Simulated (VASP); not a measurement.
The system is Ge.

```
Ge
1.0
     0.00000    2.83700    2.83700
     2.83700    0.00000    2.83700
     2.83700    2.83700    0.00000
Ge
2
Direct
  0.00000 0.00000 0.00000
  0.25000 0.25000 0.25000
```

Base run:

| Quantity | Value |
| --- | --- |
| Program | VASP 6.6.1 |
| Functional | PBE0 |
| Potentials or basis | VASP PAW PBE potentials, release 64 (Ge_d) |
| Cutoff | 520 eV |
| k mesh | 8 × 8 × 8 |
| Occupations | gaussian, width 0.03 eV |
| Spin | no spin polarisation |

Its results: pressure 0.1 GPa.

**Question.** The run is repeated on the same cell with these changes: functional from PBE0 to PBE; further incar settings from ALGO = Normal; EDIFF = 1e-07 to ALGO = Fast; EDIFF = 1e-07. What comes out?

**Answer.** Pressure 2.9 GPa.

Caveats: the PAW data sets were made with another functional, which shifts forces and pressure a little (some runs).
